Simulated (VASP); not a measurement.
Calculation: LDA (Ceperley-Alder, Perdew-Zunger), VASP's LDA PAW potentials (set 64) (plane waves; VASP 6.6.1).

Input for VASP

POSCAR:
```
AlN
10.3169340
  0.3054607115   0.0000000000   0.0000000000
 -0.1527303557   0.2645367316   0.0000000000
  0.0000000000   0.0000000000   1.0000000000
Al N
4 4
direct
  0.0000000000   0.0000000000   0.0000000000
  0.0000000000   0.0000000000   0.5000000000
  0.6666670000   0.3333330000   0.7501800000
  0.3333330000   0.6666670000   0.2501800000
  0.0000000000   0.0000000000   0.8121600000
  0.0000000000   0.0000000000   0.3121600000
  0.6666670000   0.3333330000   0.5632900000
  0.3333330000   0.6666670000   0.0632900000
```

### INCAR
```
ISMEAR=-1   ! Fermi-Dirac
LASPH=.TRUE.   ! aspherical one-centre terms
ENCUT=400
EDIFF=1E-6   ! SCF stop (eV)
LWAVE=.FALSE.
NELM=100
SYSTEM=AlN
ISIF=2   ! forces and stress, cell fixed
LREAL=.FALSE.
LCHARG=.FALSE.
SIGMA=0.136
ALGO=Normal   ! blocked Davidson
PREC=Accurate
```

**KPOINTS**
```
Regular mesh
0
gamma
  10 10 3
```

POTCAR, in this order: Al N (LDA.64 set). Program: vasp_std.

Output

OSZICAR:
```
       N       E                     dE             d eps       ncg     rms          rms(c)
DAV:   1     0.981975884552E+02    0.98198E+02   -0.12724E+04  1176   0.108E+03
DAV:   2    -0.661253321545E+02   -0.16432E+03   -0.15694E+03  1643   0.227E+02
DAV:   3    -0.746821977811E+02   -0.85569E+01   -0.85199E+01  1441   0.583E+01
DAV:   4    -0.747665514541E+02   -0.84354E-01   -0.84286E-01  1396   0.651E+00
DAV:   5    -0.747679872732E+02   -0.14358E-02   -0.14357E-02  1441   0.838E-01    0.166E+01
DAV:   6    -0.655128650064E+02    0.92551E+01   -0.42834E+01  1336   0.354E+01    0.626E+00
DAV:   7    -0.653879365650E+02    0.12493E+00   -0.90290E-01  1401   0.602E+00    0.394E+00
DAV:   8    -0.652723265299E+02    0.11561E+00   -0.11261E-01  1376   0.286E+00    0.467E-01
DAV:   9    -0.652670757981E+02    0.52507E-02   -0.11068E-02  1451   0.561E-01    0.275E-01
DAV:  10    -0.652672403277E+02   -0.16453E-03   -0.19124E-03  1431   0.237E-01    0.127E-01
DAV:  11    -0.652671203365E+02    0.11999E-03   -0.50047E-04  1411   0.137E-01    0.271E-02
DAV:  12    -0.652671222022E+02   -0.18657E-05   -0.30211E-05  1439   0.360E-02    0.946E-03
DAV:  13    -0.652671219344E+02    0.26776E-06   -0.11981E-06   973   0.962E-03
   1 F= -.65267122E+02 E0= -.65267122E+02  d E =-.428117E-06
```

**OUTCAR**
```
------------------------ aborting loop because EDIFF is reached ----------------------------------------
  FORCE on cell =-STRESS in cart. coord.  units (eV):
  Direction    XX          YY          ZZ          XY          YZ          ZX
  --------------------------------------------------------------------------------------
  Total       -9.2457310     -9.2457307    -10.4434659      0.0000000      0.0000000      0.0000000
  in kB     -166.9392809   -166.9392753   -188.5653697      0.0000000      0.0000000      0.0000000
  external PRESSURE =    -174.1479753 kB  Pullay stress =       0.0000000 kB
  volume of cell :       88.73
      direct lattice vectors                 reciprocal lattice vectors
     3.151418000  0.000000000  0.000000000     0.317317474  0.183203332  0.000000000
    -1.575709000  2.729208000  0.000000000     0.000000000  0.366406664  0.000000000
     0.000000000  0.000000000 10.316934000     0.000000000  0.000000000  0.096928021
  FREE ENERGIE OF THE ION-ELECTRON SYSTEM (eV)
  ---------------------------------------------------
  free  energy   TOTEN  =       -65.2671219344 eV

  energy  without entropy=      -65.2671215063  energy(sigma->0) =      -65.26712172
```
(Selected blocks of OUTCAR.)

At this cut-off the stress carries a Pulay error, which pulls relaxed volumes low.

The structure was generated: AlN was put into an ordered model structure, which need not be its known phase. The cell was not relaxed at this level. The run is one of a series of settings (GGA removed, POTCAR Al N (LDA.64 set) against the base run), some of them coarse on purpose.
